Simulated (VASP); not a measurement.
# Be4TeSe3 in VASP: further runs, part 2 of 2

VASP 6.6.1. Earlier steps stand in the parts before.

### Step 4. Relaxation of cell and atoms, PBE

This run uses another cell than the first one, of 17.69 Å³/atom, 0.998 times its volume.

Input file INCAR:

```
SYSTEM = Be4TeSe3
PREC = Normal ; ENCUT = 520
EDIFF = 1E-4 ; ISMEAR = 0
SIGMA = 0.15 ; LREAL = .False.
LASPH = .True. ; NELM = 60
ALGO = Fast ; ISIF = 3
LWAVE = .False. ; LCHARG = .False.
GGA = PE ; IBRION = 2
NSW = 24 ; EDIFFG = -0.08
```

Input file KPOINTS:

```
Automatic mesh
0
Gamma
  4 4 4
  0 0 0
```

Input file POSCAR:

```
Be4TeSe3
1.0
   -2.6050000000      2.6050000000      5.2150000000
    2.6050000000     -2.6050000000      5.2150000000
    2.6050000000      2.6050000000     -5.2150000000
Be Te Se
4 1 3
Direct
    0.8750000000      0.3850000000      0.0000000000
    0.3850000000      0.8750000000      0.0000000000
    0.1250000000      0.1250000000      0.5100000000
    0.6150000000      0.6150000000      0.4900000000
    0.0000000000      0.0000000000      0.0000000000
    0.2500000000      0.7500000000      0.5000000000
    0.7500000000      0.2500000000      0.5000000000
    0.5000000000      0.5000000000      0.0000000000
```

Potentials or basis: VASP PAW PBE potentials, release 64 (Be, Te, Se).

On the command line:

```bash
$ cat potpaw_PBE.64/Be/POTCAR potpaw_PBE.64/Te/POTCAR potpaw_PBE.64/Se/POTCAR > POTCAR
$ mpirun -np 1 vasp_std > vasp.out
```

OUTCAR:

```text
SYSTEM = Be4TeSe3
   PREC = Normal
   ENCUT = 520
   EDIFF = 1E-4
   ISMEAR = 0
   LREAL = .False.
   LASPH = .True.
   NELM = 60
   ISIF = 3
   GGA = PE
   IBRION = 2
   NSW = 24
   EDIFFG = -0.08

 ion  position               nearest neighbor table
   1  0.875  0.385  0.000-   6 2.23   7 2.23   8 2.26   5 2.32
   2  0.385  0.875  0.000-   7 2.23   6 2.23   8 2.26   5 2.32
   3  0.125  0.125  0.510-   6 2.23   7 2.23   8 2.26   5 2.32
   4  0.615  0.615  0.490-   6 2.23   7 2.23   8 2.26   5 2.32
   5  0.000  0.000  0.000-   3 2.32   1 2.32   2 2.32   4 2.32
   6  0.250  0.750  0.500-   2 2.23   3 2.23   4 2.23   1 2.23
   7  0.750  0.250  0.500-   1 2.23   3 2.23   4 2.23   2 2.23
   8  0.500  0.500  0.000-   1 2.26   2 2.26   3 2.26   4 2.26

  LATTYP: Found a body centered tetragonal cell.
 ALAT       =     5.2100000000
 C/A-ratio  =     2.0019193858

  Lattice vectors:

 A1 = (  -2.6050000000,   2.6050000000,   5.2150000000)
 A2 = (   2.6050000000,  -2.6050000000,   5.2150000000)
 A3 = (   2.6050000000,   2.6050000000,  -5.2150000000)

Analysis of symmetry for initial positions (statically):
=====================================================================
 Subroutine PRICEL returns:
 Original cell was already a primitive cell.

 Routine SETGRP: Setting up the symmetry group for a
 body centered tetragonal supercell.

 Subroutine GETGRP returns: Found  8 space group operations
 (whereof  8 operations were pure point group operations)
 out of a pool of 16 trial point group operations.

The static configuration has the point symmetry D_2d.

Analysis of symmetry for dynamics (positions and initial velocities):
=====================================================================
 Subroutine PRICEL returns:
 Original cell was already a primitive cell.

 Routine SETGRP: Setting up the symmetry group for a
 body centered tetragonal supercell.

 Subroutine GETGRP returns: Found  8 space group operations
 (whereof  8 operations were pure point group operations)
 out of a pool of 16 trial point group operations.

The dynamic configuration has the point symmetry D_2d.

 Subroutine INISYM returns: Found  8 space group operations
 (whereof  8 operations are pure point group operations),
 and found     1 'primitive' translations

----------------------------------------------------------------------------------------

                                     Primitive cell

  volume of cell :     141.5565

  direct lattice vectors                    reciprocal lattice vectors
    -2.605000000  2.605000000  5.215000000     0.000000000  0.191938580  0.095877277
     2.605000000 -2.605000000  5.215000000     0.191938580  0.000000000  0.095877277
     2.605000000  2.605000000 -5.215000000     0.191938580  0.191938580  0.000000000

  length of vectors
     6.385003915  6.385003915  6.385003915     0.214552722  0.214552722  0.271442142

  position of ions in fractional coordinates (direct lattice)
     0.875000000  0.385000000  0.000000000
     0.385000000  0.875000000  0.000000000
     0.125000000  0.125000000  0.510000000
     0.615000000  0.615000000  0.490000000
     0.000000000  0.000000000  0.000000000
     0.250000000  0.750000000  0.500000000
     0.750000000  0.250000000  0.500000000
     0.500000000  0.500000000  0.000000000

  ion indices of the primitive-cell ions
   primitive index   ion index
                 1           1
                 2           2
[... 47 lines left out ...]
  0.500000  0.500000  0.500000      1.000000
   k-points           NKPTS =     13   k-points in BZ     NKDIM =     13   number of bands    NBANDS=     21
   number of dos      NEDOS =    301   number of ions     NIONS =      8
   total plane-waves  NPLWV =  46656
   dimension x,y,z NGX =    36 NGY =   36 NGZ =   36
   dimension x,y,z NGXF=    72 NGYF=   72 NGZF=   72
   ions per type =               4   1   3
   NGX,Y,Z   is equivalent  to a cutoff of   9.37,  9.37,  9.37 a.u.
   NGXF,Y,Z  is equivalent  to a cutoff of  18.75, 18.75, 18.75 a.u.
 SYSTEM =  Be4TeSe3
   PREC   = normal    normal or accurate (medium, high low for compatibility)
   ISTART =      0    job   : 0-new  1-cont  2-samecut
   ICHARG =      2    charge: 1-file 2-atom 10-const
   ISPIN  =      1    spin polarized calculation?
   LNONCOLLINEAR =      F non collinear calculations
   LSORBIT =      F    spin-orbit coupling
   LASPH  =      T    aspherical Exc in radial PAW
   ENCUT  =  520.0 eV  38.22 Ry    6.18 a.u.  11.87 11.87 11.87*2*pi/ulx,y,z
   NELM   =     60;   NELMIN=  2; NELMDL= -5     # of ELM steps
   EDIFF  = 0.1E-03   stopping-criterion for ELM
   LREAL  =      F    real-space projection
   EDIFFG = -.8E-01   stopping-criterion for IOM
   NSW    =     24    number of steps for IOM
   IBRION =      2    ionic relax: 0-MD 1-quasi-New 2-CG
   NFREE  =      1    steps in history (QN), initial steepest desc. (CG)
   ISIF   =      3    stress and relaxation
   ISYM   =      2    0-nonsym 1-usesym 2-fastsym
   POTIM  = 0.5000    time-step for ionic-motion
   TEBEG  =    0.0;   TEEND  =   0.0 temperature during run
   PSTRESS=    0.0 pullay stress
   NELECT =      32.0000    total number of electrons
   NUPDOWN=      -1.0000    fix difference up-down
   EMIN   =  10.00;   EMAX   =-10.00  energy-range for DOS
   EFERMI =   0.00;   METHOD = LEGACY
   ISMEAR =     0;   SIGMA  =   0.15  broadening in eV -4-tet -1-fermi 0-gaus
   EFERMI_NEDOS =   21; number of points for ismear=-14 and -15
   IALGO  =     68    algorithm
   IMIX   =      4    mixing-type and parameters
     AMIX     =   0.40;   BMIX     =  1.00
     AMIX_MAG =   1.60;   BMIX_MAG =  1.00
  volume/ion in A,a.u.               =      17.69       119.41
  Fermi-wavevector in a.u.,A,eV,Ry     =   0.997275  1.884576 13.531774  0.994557
  Thomas-Fermi vector in A             =   2.129420
   LORBIT       =      0    0 simple, 1 ext, 2 COOP (PROOUT), +10 PAW based schemes
   GGA     = PE    functional components
   LHFCALC =     F    Hartree Fock is set to
   AEXX    =    0.0000 exact exchange contribution
   IVDW    =     0    specifies the selected vdW correction
   LEPSILON=     F    determine dielectric tensor
   LRPA    =     F    only Hartree local field effects (RPA)
 conjugate gradient relaxation of ions
 non-spin polarized calculation
 RMM-DIIS sequential band-by-band and
 Gauss-broadening in eV      SIGMA  =   0.15
  energy-cutoff  :      520.00
  volume of cell :      141.56
 maximum number of plane-waves:      3838
   NGX = 23   NGY = 23   NGZ = 23

--------------------------------------- Ionic step        1  -------------------------------------------

 number of electron      32.0000007 magnetization

 Free energy of the ion-electron system (eV)
  ---------------------------------------------------
  ext. energy  EPLUGINS =         0.00000000
  ---------------------------------------------------
  free energy    TOTEN  =       -33.82751175 eV

  energy without entropy =      -33.82751175  energy(sigma->0) =      -33.82751175

------------------------ aborting loop because EDIFF is reached ----------------------------------------

  FORCE on cell =-STRESS in cart. coord.  units (eV):
  Direction    XX          YY          ZZ          XY          YZ          ZX
  --------------------------------------------------------------------------------------
  -------------------------------------------------------------------------------------
  Total        4.0185591      4.0185591      3.9235246      0.0000000      0.0000000      0.0000000
  in kB       45.4832183     45.4832183     44.4075898      0.0000000      0.0000000      0.0000000
  external PRESSURE =      45.1246754 kB  Pullay stress =       0.0000000 kB
[... 29 lines left out ...]
--------------------------------------- Ionic step        2  -------------------------------------------

 number of electron      31.9999992 magnetization

 E-fermi :   4.2460     XC(G=0):  -9.1813

 val. band max:        3.5749105994   @ k =   0.0000   0.0000   0.0000
 cond. band min:       5.9438296723   @ k =   0.5000   0.5000   0.5000
 fundamental gap:      2.3689190728
 Fermi energy:         4.2459563804

 k-point     1 :       0.0000    0.0000    0.0000
  band No.  band energies     occupation
      1      -9.8468      2.00000
      2      -8.5595      2.00000
      3      -8.4994      2.00000
      4      -6.6303      2.00000
      5      -1.3766      2.00000
      6      -0.8069      2.00000
[... 468 lines left out ...]
--------------------------------------- Ionic step        6  -------------------------------------------

 number of electron      31.9999998 magnetization

 Free energy of the ion-electron system (eV)
  ---------------------------------------------------
  ext. energy  EPLUGINS =         0.00000000
  ---------------------------------------------------
  free energy    TOTEN  =       -34.00667981 eV

  energy without entropy =      -34.00667981  energy(sigma->0) =      -34.00667981

 E-fermi :   4.4037     XC(G=0):  -9.2619

 val. band max:        3.7607991695   @ k =   0.0000   0.0000   0.0000
 cond. band min:       6.0836449648   @ k =   0.0000   0.0000   0.0000
 fundamental gap:      2.3228457953
 Fermi energy:         4.4037410215

 k-point     1 :       0.0000    0.0000    0.0000
  band No.  band energies     occupation
      1      -9.7957      2.00000
      2      -8.4610      2.00000
      3      -8.4102      2.00000
      4      -6.3978      2.00000
      5      -1.3020      2.00000
      6      -0.6962      2.00000
[... 336 lines left out ...]
  FREE ENERGIE OF THE ION-ELECTRON SYSTEM (eV)
  ---------------------------------------------------
  free  energy   TOTEN  =       -34.0066798131 eV

  energy  without entropy=      -34.0066798131  energy(sigma->0) =      -34.00667981

 reached required accuracy - stopping structural energy minimisation
```

It took 2.3 min on 1 thread of Intel Xeon Platinum 8259CL at 2.50GHz (Skylake/Cascade Lake), shared host; peak memory 0.23 GiB.

What came out:

| Quantity | Value |
| --- | --- |
| Free energy | -34.0067 eV |
| Relaxed volume | 18.64 Å³/atom |
| Relaxed cell | a = 6.492 Å, b = 6.492 Å, c = 6.492 Å, α = 131.77°, β = 131.77°, γ = 70.59° |
| Space group after relaxing (to 0.05 Å) | I-42m (No. 121) |
| Energy gained by relaxing | 22.4 meV/atom |
| Ionic steps | 6 |
| Pressure after relaxing | 0.1 GPa |
| Largest force after relaxing | 0.008 eV/Å |
| Band gap on the k mesh | 2.32 eV, direct |

Forces in eV/Å, atoms in the order of the input:
```
Be  -0.001  0.001 -0.008
Be   0.001 -0.001 -0.008
Be  -0.001 -0.001  0.008
Be   0.001  0.001  0.008
Te   0.000  0.000  0.000
Se   0.000  0.000  0.000
Se   0.000  0.000  0.000
Se   0.000  0.000  0.000
```

Step by step:
```
step  energy change (eV)  largest force (eV/Å)  pressure (GPa)  volume (Å³)
   1              0.0000                0.6453            4.51       141.56
   2             -0.1537                0.2555           -0.97       152.01
   3             -0.1561                0.2902           -0.62       150.88
   4             -0.1561                0.2959           -0.51       150.69
   5             -0.1722                0.1668           -0.27       149.98
   6             -0.1792                0.0085            0.09       149.09
```

Final structure:
```xyz
8
Lattice="-2.6523 2.6523 5.2983 2.6523 -2.6523 5.2983 2.6523 2.6523 -5.2983" Properties=species:S:1:pos:R:3 pbc="T T T"
Be   -1.2553    1.2553    6.6765
Be    1.2553   -1.2553    6.6765
Be    1.3970    1.3970   -1.3782
Be    1.2553    1.2553    3.9201
Te    0.0000    0.0000    0.0000
Se    2.6523    0.0000    2.6492
Se    0.0000    2.6523    2.6492
Se    0.0000    0.0000    5.2983
```

Levels at points of the mesh, in eV from the valence-band top:
```csv
k point,band 14,band 15,band 16,band 17,band 18,band 19
"(0.00, 0.00, 0.00)",-0.02,0.00,0.00,2.32,3.70,4.05
"(0.50, 0.00, 0.00)",-1.89,-1.52,-0.84,4.19,4.58,4.90
"(0.50, 0.50, 0.00)",-0.98,-0.71,-0.57,3.57,3.99,4.44
"(0.50, 0.50, 0.50)",-1.98,-1.21,-1.21,2.34,2.49,3.24
```

Caveat: the k mesh is coarse (spacing up to 0.43 Å⁻¹), so the values aren't converged; spin-orbit coupling is left out, which moves the levels of the heavy elements; the relaxation stopped at a loose force limit of 0.08 eV/Å, so its end isn't a converged minimum.
